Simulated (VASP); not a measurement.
# MoS2: convergence with the SCF threshold and SCF solver

How sensitive are energy, pressure and forces of MoS2 to the SCF threshold and SCF solver? The series runs use PBE. The SCF threshold tried: EDIFF = 0.01; EDIFF = 0.001; EDIFF = 1E-04; EDIFF = 1E-05; EDIFF = 1E-06; EDIFF = 1E-08. The SCF solver tried: ALGO = Normal; ALGO = Fast; ALGO = VeryFast; ALGO = All; ALGO = Damped; AMIX = 0.1, BMIX = 0.01; AMIX = 0.8; IMIX = 1, AMIX = 0.2. The start is a cell from a database of measured crystal structures.

Main program and level: VASP 6.6.1; PBE; plane waves and PAW (Mo_sv, S).

### 1. The structure

Symmetry: R3m, No. 160, trigonal system. Conventional cell: a = 3.160 Å, b = 3.160 Å, c = 18.450 Å, α = 90.00°, β = 90.00°, γ = 120.00°. Mo has 6 S at 2.39 Å nearest. S has 3 Mo at 2.39 Å nearest. Nearest to S lie 3 Mo at 2.39 Å. Farther neighbours and most contacts between anions are not listed.

### 2. SCF threshold: EDIFF = 0.01

EDIFF stops the electronic loop; forces need it tighter than energies do. PBE, the usual starting point, adds the gradient of the density.

The input, INCAR:

```
SYSTEM = MoS2
PREC = Accurate
ENCUT = 400
EDIFF = 0.01
NELM = 100
ISMEAR = -1
SIGMA = 0.05
LREAL = .FALSE.
ALGO = Normal
GGA = PE
NBANDS = 19
LASPH = .TRUE.
LORBIT = 11
LWAVE = .FALSE.
LCHARG = .FALSE.
KPAR = 4
ISIF = 2
```

The input, POSCAR:

```
MoS2
1.0
    1.5800000000      2.7366402759      0.0000000000
   -1.5800000000      2.7366402759      0.0000000000
    0.0000000000     -1.8244268506      6.1500000000
Mo S
1 2
Direct
    0.0000000000      0.0000000000      0.0000000000
    0.2500000000      0.2500000000      0.7500000000
    0.4170000000      0.4170000000      0.2510000000
```

The input, KPOINTS:

```
Automatic mesh
0
Gamma
8 8 8
0 0 0
```

PAW data sets: Mo_sv and S (PBE family, release 64).

Launch:

```sh
mpirun -np 4 vasp_std
```

Output:

```text
[banner, memory and clock lines left out]
running    4 mpi-ranks, on    1 nodes
 distrk:  each k-point on    1 cores,    4 groups
 distr:  one band on    1 cores,    1 groups

 POSCAR found type information on POSCAR MoS
 POSCAR found :  2 types and       3 ions
 LDA part: xc-table for (Slater+PW92), standard interpolation
 POSCAR, INCAR and KPOINTS ok, starting setup
 FFT: planning ... GRIDC
 FFT: planning ... GRID_SOFT
 FFT: planning ... GRID
 WAVECAR not read
 entering main loop
       N       E                     dE             d eps       ncg     rms          rms(c)
DAV:   1     0.153180433473E+03    0.15318E+03   -0.11815E+04  2534   0.106E+03
DAV:   2    -0.173569439509E+02   -0.17054E+03   -0.16642E+03  3129   0.294E+02
DAV:   3    -0.231617734010E+02   -0.58048E+01   -0.57588E+01  2994   0.510E+01
DAV:   4    -0.232256773735E+02   -0.63904E-01   -0.63875E-01  3109   0.569E+00
DAV:   5    -0.232264972134E+02   -0.81984E-03   -0.81972E-03  2459   0.642E-01    0.252E+01
DAV:   6    -0.221392954290E+02    0.10872E+01   -0.10522E+01  2624   0.204E+01    0.922E+00
DAV:   7    -0.218832548420E+02    0.25604E+00   -0.37239E+00  2551   0.116E+01    0.603E+00
DAV:   8    -0.217857504262E+02    0.97504E-01   -0.51415E-01  2765   0.459E+00    0.184E+00
DAV:   9    -0.217872942927E+02   -0.15439E-02   -0.22499E-02  2608   0.950E-01
   1 F= -.21787294E+02 E0= -.21787294E+02  d E =-.944241E-06
```

Wall time 6 s (4 MPI ranks of AMD EPYC 9R45, shared host); peak memory 0.6 GiB; 20 s of CPU time.

The logs omit lines about the potential files and the build; timing stands in the text.

Parts of OUTCAR (step 2):

```text
ion  position               nearest neighbor table
   1  0.000  0.000  0.000-   2 2.39   2 2.39   2 2.39   3 2.39   3 2.39   3 2.39
   2  0.250  0.250  0.750-   1 2.39   1 2.39   1 2.39
   3  0.417  0.417  0.251-   1 2.39   1 2.39   1 2.39

  LATTYP: Found a trigonal (rhomboedric) cell.
 ALAT       =     6.4149071181
 COS(alpha) =     0.8786713335

 Subroutine GETGRP returns: Found  6 space group operations
 (whereof  6 operations were pure point group operations)

The static configuration has the point symmetry C_3v.

 Found     65 irreducible k-points:

   k-points           NKPTS =     65   k-points in BZ     NKDIM =     65   number of bands    NBANDS=     19

   dimension x,y,z NGX =    24 NGY =   24 NGZ =   42
   dimension x,y,z NGXF=    48 NGYF=   48 NGZF=   84

   ENCUT  =  400.0 eV  29.40 Ry    5.42 a.u.   5.15  5.15 10.46*2*pi/ulx,y,z

   NELECT =      26.0000    total number of electrons

 k-points in reciprocal lattice and weights: Automatic mesh
   0.00000000  0.00000000  0.00000000       0.002
   0.12500000 -0.00000000  0.00000000       0.012
   0.25000000 -0.00000000  0.00000000       0.012
   0.37500000 -0.00000000  0.00000000       0.012
   0.50000000 -0.00000000  0.00000000       0.006
   0.12500000  0.12500000  0.00000000       0.012
   0.25000000  0.12500000  0.00000000       0.023
   0.37500000  0.12500000  0.00000000       0.023
   0.50000000  0.12500000  0.00000000       0.023
[...]
0.25000000  0.12500000  0.37500000       0.012
   0.00000000  0.00000000  0.50000000       0.002

 average (electrostatic) potential at core
       1 -74.7164       2 -84.3708       3 -84.3739

 E-fermi :   8.0719

 k-point     1 :       0.0000    0.0000    0.0000
  band No.  band energies     occupation
    ...
      9       4.1702      2.00000
     10       5.3026      2.00000
     11       5.3026      2.00000
     12       6.3879      2.00000
     13       6.4615      2.00000
     14       9.6674      0.00000
     15       9.6674      0.00000
     16      10.0889      0.00000
     17      10.0889      0.00000
     18      13.1663      0.00000
    ...

 k-point     2 :       0.1250   -0.0000    0.0000
  band No.  band energies     occupation
    ...
      9       4.4202      2.00000
     10       4.5757      2.00000
     11       4.9498      2.00000
     12       6.3587      2.00000
     13       6.6258      2.00000
     14       9.4103      0.00000
     15       9.6265      0.00000
     16       9.8331      0.00000
     17      10.0561      0.00000
     18      14.1773      0.00000
    ...

 k-point     3 :       0.2500   -0.0000    0.0000
  band No.  band energies     occupation
    ...
      9       3.4645      2.00000
     10       4.2862      2.00000
     11       5.0567      2.00000
     12       5.9694      2.00000
     13       6.1021      2.00000
     14       8.8733      0.00000
     15       9.4078      0.00000
     16      10.2413      0.00000
     17      10.6775      0.00000
     18      15.0516      0.00000
    ...

  Total        1.9977073      1.9977073      3.0320849      0.0000000      0.0000000     -0.0000000
  in kB       60.1814336     60.1814335     91.3423186      0.0000000      0.0000000     -0.0000000
  external PRESSURE =      70.5683952 kB  Pullay stress =       0.0000000 kB

  energy-cutoff  :      400.00
  volume of cell :       53.18
      direct lattice vectors                 reciprocal lattice vectors
     1.580000000  2.736640276  0.000000000     0.316455696  0.182705781  0.054200542
    -1.580000000  2.736640276  0.000000000    -0.316455696  0.182705781  0.054200542
     0.000000000 -1.824426851  6.150000000     0.000000000  0.000000000  0.162601626

 POSITION                                       TOTAL-FORCE (eV/Angst)
 -----------------------------------------------------------------------------------
      0.00000      0.00000      0.00000         0.000000      0.000000      0.086224
      0.00000      0.00000      4.61250         0.000000     -0.000000     -0.481476
      0.00000      1.82443      1.54365         0.000000      0.000000      0.395251
 -----------------------------------------------------------------------------------
    total drift:                               -0.000000      0.000004     -0.001839

  FREE ENERGIE OF THE ION-ELECTRON SYSTEM (eV)
  ---------------------------------------------------
  free  energy   TOTEN  =       -21.7872942927 eV

  energy  without entropy=      -21.7872933485  energy(sigma->0) =      -21.78729382

 total charge
# of ion       s       p       d       tot
------------------------------------------
    1        2.298   6.230   4.007  12.535
    2        1.364   2.344   0.000   3.708
    3        1.365   2.341   0.000   3.706
--------------------------------------------------
tot          5.027  10.916   4.007  19.949

[... 3 further parts left out ...]
```

The gap is read on the k-mesh alone, so it is an upper bound where the band edges lie off the mesh. Spin-orbit coupling is off here; it would split degenerate levels.

Numbers from this step:

```
SCF cycles                     : 9
electrons                      : 26
bands                          : 19
irreducible k-points           : 65
symmetry operations            : 6
free energy (TOTEN)            : -21.79 eV
Fermi energy                   : 8.072 eV
pressure                       : 7.057 GPa
metallic                       : no
valence top at k               : 0, 0, 0.5
conduction bottom at k         : -0.25, 0.125, 0
least direct gap at k          : -0.375, 0.375, 0
gap on the k-mesh              : 1.042 eV
least direct gap on the k-mesh : 2.018 eV
```

The series starts at -7.2624 eV an atom and 7.06 GPa, after 9 cycles in 6 s.

### 3. SCF threshold: EDIFF = 0.001

Edit INCAR of step 2 so:

```diff
@@ -3,3 +3,3 @@
 ENCUT = 400
-EDIFF = 0.01
+EDIFF = 0.001
 NELM = 100
```

POSCAR is that of step 2.

KPOINTS is that of step 2.

Launch:

```sh
mpirun -np 4 vasp_std
```

Output:

```text
[... set-up lines as in an earlier step ...]
 entering main loop
       N       E                     dE             d eps       ncg     rms          rms(c)
[... 4 cycles as in an earlier step ...]
DAV:   5    -0.232265692886E+02   -0.89192E-03   -0.89186E-03  3011   0.642E-01    0.252E+01
DAV:   6    -0.221393779890E+02    0.10872E+01   -0.10530E+01  2624   0.204E+01    0.922E+00
DAV:   7    -0.218830085233E+02    0.25637E+00   -0.37219E+00  2551   0.116E+01    0.604E+00
DAV:   8    -0.217857595189E+02    0.97249E-01   -0.51409E-01  2765   0.459E+00    0.185E+00
DAV:   9    -0.217873386957E+02   -0.15792E-02   -0.22699E-02  3027   0.949E-01    0.645E-01
DAV:  10    -0.217860672828E+02    0.12714E-02   -0.10417E-02  2808   0.696E-01    0.140E-01
DAV:  11    -0.217860681012E+02   -0.81831E-06   -0.46117E-04  1472   0.161E-01
   1 F= -.21786068E+02 E0= -.21786068E+02  d E =-.957498E-06
```

Wall time 7.2 s (4 MPI ranks); peak memory 0.62 GiB; 23 s of CPU time.

From OUTCAR (step 3):

```text
  Total        1.3174948      1.3174948      2.1804038      0.0000000      0.0000000     -0.0000000
  in kB       39.6898613     39.6898613     65.6852097      0.0000000      0.0000000     -0.0000000
  external PRESSURE =      48.3549774 kB  Pullay stress =       0.0000000 kB

 POSITION                                       TOTAL-FORCE (eV/Angst)
 -----------------------------------------------------------------------------------
      0.00000      0.00000      0.00000         0.000000      0.000000      0.086903
      0.00000      0.00000      4.61250         0.000000     -0.000000     -0.510867
      0.00000      1.82443      1.54365         0.000000      0.000000      0.423964
 -----------------------------------------------------------------------------------
    total drift:                               -0.000000      0.000004      0.000246

  FREE ENERGIE OF THE ION-ELECTRON SYSTEM (eV)
  ---------------------------------------------------
  free  energy   TOTEN  =       -21.7860681012 eV

  energy  without entropy=      -21.7860671437  energy(sigma->0) =      -21.78606762

[... 2 parts as in an earlier step ...]

[... 1 further part left out ...]
[key lines of the parts left out:]
E-fermi :   8.1024
```

Against the run before the energy moves by +0.41 meV an atom and the pressure by -2.22 GPa, after 11 cycles in 7.2 s.

### 4. SCF threshold: EDIFF = 1E-04

Edit INCAR of step 3 so:

```diff
@@ -3,3 +3,3 @@
 ENCUT = 400
-EDIFF = 0.001
+EDIFF = 1E-04
 NELM = 100
```

POSCAR is that of step 3.

KPOINTS is that of step 3.

Launch:

```sh
mpirun -np 4 vasp_std
```

Output:

```text
[... set-up lines as in an earlier step ...]
 entering main loop
       N       E                     dE             d eps       ncg     rms          rms(c)
[... 9 cycles as in an earlier step ...]
DAV:  10    -0.217860672829E+02    0.12714E-02   -0.10417E-02  2811   0.696E-01    0.140E-01
DAV:  11    -0.217860710218E+02   -0.37389E-05   -0.49039E-04  2788   0.161E-01
   1 F= -.21786071E+02 E0= -.21786071E+02  d E =-.957506E-06
```

The job ended after 7.2 s (4 MPI ranks; peak memory 0.62 GiB).

Parts of OUTCAR (step 4):

```text
  Total        1.3199872      1.3199872      2.1856733      0.0000000      0.0000000      0.0000000
  in kB       39.7649459     39.7649459     65.8439552      0.0000000      0.0000000      0.0000000
  external PRESSURE =      48.4579490 kB  Pullay stress =       0.0000000 kB

 POSITION                                       TOTAL-FORCE (eV/Angst)
 -----------------------------------------------------------------------------------
      0.00000      0.00000      0.00000         0.000000     -0.000000      0.086703
      0.00000      0.00000      4.61250         0.000000      0.000000     -0.512281
      0.00000      1.82443      1.54365         0.000000      0.000000      0.425577
 -----------------------------------------------------------------------------------
    total drift:                                0.000000      0.000004      0.000173

  FREE ENERGIE OF THE ION-ELECTRON SYSTEM (eV)
  ---------------------------------------------------
  free  energy   TOTEN  =       -21.7860710218 eV

  energy  without entropy=      -21.7860700643  energy(sigma->0) =      -21.78607054

[... 2 parts as in an earlier step ...]

[... 1 further part left out ...]
[key lines of the parts left out:]
E-fermi :   8.1025
```

Against the run before the energy stays within 0.01 meV an atom; the pressure moves by +0.01 GPa, after 11 cycles in 7.2 s.

### 5. SCF threshold: EDIFF = 1E-05

Edit INCAR of step 4 so:

```diff
@@ -3,3 +3,3 @@
 ENCUT = 400
-EDIFF = 1E-04
+EDIFF = 1E-05
 NELM = 100
```

POSCAR is that of step 4.

KPOINTS is that of step 4.

Launch:

```sh
mpirun -np 4 vasp_std
```

Output:

```text
[... set-up lines as in an earlier step ...]
 entering main loop
       N       E                     dE             d eps       ncg     rms          rms(c)
[... 10 cycles as in an earlier step ...]
DAV:  11    -0.217860710218E+02   -0.37389E-05   -0.49039E-04  2800   0.161E-01    0.451E-02
DAV:  12    -0.217860528391E+02    0.18183E-04   -0.11471E-04  2831   0.706E-02    0.312E-02
DAV:  13    -0.217860721555E+02   -0.19316E-04   -0.29840E-05  2666   0.330E-02    0.888E-03
DAV:  14    -0.217860724411E+02   -0.28561E-06   -0.19046E-06  1697   0.887E-03
   1 F= -.21786072E+02 E0= -.21786072E+02  d E =-.940515E-06
```

Wall time 9 s (4 MPI ranks); peak memory 0.62 GiB; 30 s of CPU time.

Parts of OUTCAR (step 5):

```text
  Total        1.3789108      1.3789108      2.1554183      0.0000000      0.0000000      0.0000000
  in kB       41.5400347     41.5400347     64.9325176      0.0000000      0.0000000      0.0000000
  external PRESSURE =      49.3375290 kB  Pullay stress =       0.0000000 kB

 POSITION                                       TOTAL-FORCE (eV/Angst)
 -----------------------------------------------------------------------------------
      0.00000      0.00000      0.00000         0.000000     -0.000000      0.086650
      0.00000      0.00000      4.61250         0.000000      0.000000     -0.509850
      0.00000      1.82443      1.54365         0.000000     -0.000000      0.423200
 -----------------------------------------------------------------------------------
    total drift:                                0.000000      0.000004      0.000140

  FREE ENERGIE OF THE ION-ELECTRON SYSTEM (eV)
  ---------------------------------------------------
  free  energy   TOTEN  =       -21.7860724411 eV

  energy  without entropy=      -21.7860715006  energy(sigma->0) =      -21.78607197

[... 2 parts as in an earlier step ...]

[... 1 further part left out ...]
[key lines of the parts left out:]
E-fermi :   8.1034
```

Against the run before the energy stays within 0.01 meV an atom; the pressure moves by +0.09 GPa, after 14 cycles in 9 s.

### 6. SCF threshold: EDIFF = 1E-06

Edit INCAR of step 5 so:

```diff
@@ -3,3 +3,3 @@
 ENCUT = 400
-EDIFF = 1E-05
+EDIFF = 1E-06
 NELM = 100
```

POSCAR is that of step 5.

KPOINTS is that of step 5.

Launch:

```sh
mpirun -np 4 vasp_std
```

Output:

```text
[... set-up lines as in an earlier step ...]
 entering main loop
       N       E                     dE             d eps       ncg     rms          rms(c)
[... 12 cycles as in an earlier step ...]
DAV:  13    -0.217860721567E+02   -0.19318E-04   -0.29851E-05  2674   0.330E-02    0.889E-03
DAV:  14    -0.217860724547E+02   -0.29800E-06   -0.20416E-06  2550   0.882E-03
   1 F= -.21786072E+02 E0= -.21786072E+02  d E =-.940518E-06
```

The job ended after 9.2 s (4 MPI ranks; peak memory 0.62 GiB; 30 s of CPU time).

OUTCAR, selected parts (step 6):

```text
  Total        1.3791131      1.3791131      2.1555952     -0.0000000      0.0000000      0.0000000
  in kB       41.5461284     41.5461284     64.9378472     -0.0000000      0.0000000      0.0000000
  external PRESSURE =      49.3433680 kB  Pullay stress =       0.0000000 kB

 POSITION                                       TOTAL-FORCE (eV/Angst)
 -----------------------------------------------------------------------------------
      0.00000      0.00000      0.00000         0.000000      0.000000      0.086620
      0.00000      0.00000      4.61250         0.000000      0.000000     -0.509860
      0.00000      1.82443      1.54365         0.000000     -0.000000      0.423240
 -----------------------------------------------------------------------------------
    total drift:                                0.000000      0.000004      0.000114

  FREE ENERGIE OF THE ION-ELECTRON SYSTEM (eV)
  ---------------------------------------------------
  free  energy   TOTEN  =       -21.7860724547 eV

  energy  without entropy=      -21.7860715142  energy(sigma->0) =      -21.78607198

[... 2 parts as in an earlier step ...]

[... 1 further part left out ...]
[key lines of the parts left out:]
E-fermi :   8.1034
```

Against the run before the energy stays within 0.01 meV an atom and the pressure within 0.01 GPa, after 14 cycles in 9.2 s.

### 7. SCF threshold: EDIFF = 1E-08

Edit INCAR of step 6 so:

```diff
@@ -3,3 +3,3 @@
 ENCUT = 400
-EDIFF = 1E-06
+EDIFF = 1E-08
 NELM = 100
```

POSCAR is that of step 6.

KPOINTS is that of step 6.

Launch:

```sh
mpirun -np 4 vasp_std
```

Output:

```text
[... set-up lines as in an earlier step ...]
 entering main loop
       N       E                     dE             d eps       ncg     rms          rms(c)
[... 13 cycles as in an earlier step ...]
DAV:  14    -0.217860724611E+02   -0.30441E-06   -0.21058E-06  3318   0.882E-03    0.214E-03
DAV:  15    -0.217860725023E+02   -0.41174E-07   -0.55095E-07  2767   0.444E-03    0.231E-03
DAV:  16    -0.217860725162E+02   -0.13926E-07   -0.14183E-07  3032   0.252E-03    0.125E-03
DAV:  17    -0.217860725357E+02   -0.19532E-07   -0.99024E-09  2259   0.780E-04    0.159E-04
DAV:  18    -0.217860725346E+02    0.11237E-08   -0.64090E-10  1658   0.172E-04
   1 F= -.21786073E+02 E0= -.21786072E+02  d E =-.940441E-06
```

Wall time 11 s (4 MPI ranks); peak memory 0.63 GiB.

OUTCAR, selected parts (step 7):

```text
  Total        1.3777895      1.3777895      2.1563722      0.0000000      0.0000000      0.0000000
  in kB       41.5062541     41.5062541     64.9612535      0.0000000      0.0000000      0.0000000
  external PRESSURE =      49.3245872 kB  Pullay stress =       0.0000000 kB

 POSITION                                       TOTAL-FORCE (eV/Angst)
 -----------------------------------------------------------------------------------
      0.00000      0.00000      0.00000         0.000000      0.000000      0.086621
      0.00000      0.00000      4.61250         0.000000     -0.000000     -0.510130
      0.00000      1.82443      1.54365         0.000000     -0.000000      0.423509
 -----------------------------------------------------------------------------------
    total drift:                                0.000000      0.000004      0.000093

  FREE ENERGIE OF THE ION-ELECTRON SYSTEM (eV)
  ---------------------------------------------------
  free  energy   TOTEN  =       -21.7860725346 eV

  energy  without entropy=      -21.7860715941  energy(sigma->0) =      -21.78607206

[... 2 parts as in an earlier step ...]

[... 1 further part left out ...]
[key lines of the parts left out:]
E-fermi :   8.1036
```

Against the run before the energy stays within 0.01 meV an atom and the pressure within 0.01 GPa, after 18 cycles in 11 s.

### 8. The SCF threshold series as a table

This step: convergence of PBE results with the threshold; plane waves and PAW (VASP 6.6.1).

This step runs nothing: it gathers the runs above.

Differences are taken from the run with EDIFF = 1E-08. Results of the series, by row:

| setting | status | energy less the reference (meV/atom) | pressure (GPa) | largest force difference (meV/Å) | gap (eV) | SCF cycles | wall time (s) |
| --- | --- | --- | --- | --- | --- | --- | --- |
| EDIFF = 0.01 | converged | -0.4073 | 7.057 | 28.65 | 1.042 | 9 | 6 |
| EDIFF = 0.001 | converged | 0.00148 | 4.835 | 0.737 | 1.038 | 11 | 7.2 |
| EDIFF = 1E-04 | converged | 5.07e-4 | 4.846 | 2.151 | 1.038 | 11 | 7.2 |
| EDIFF = 1E-05 | converged | 3.00e-5 | 4.934 | 0.309 | 1.04 | 14 | 9 |
| EDIFF = 1E-06 | converged | 2.67e-5 | 4.934 | 0.27 | 1.04 | 14 | 9.2 |
| EDIFF = 1E-08 | converged | 0 | 4.932 | 0 | 1.04 | 18 | 11.4 |

(Part 1 of 3 ends here.)

[Lines on the potential files, build, host, timing and source positions are cut from VASP's logs without a mark.]

[Logs are printed without paths, hosts, clocks, repeated set-up lines and the standing remarks that a program may print on its own settings, such as how far it seeks lower states.]

[Hosts, paths, dates, database ids (printed as entryN), source tags and the programs' standing remarks are cut or masked in the printed files.]

[A measured line is paired with the nearest computed mode of its activity, which favours agreement.]
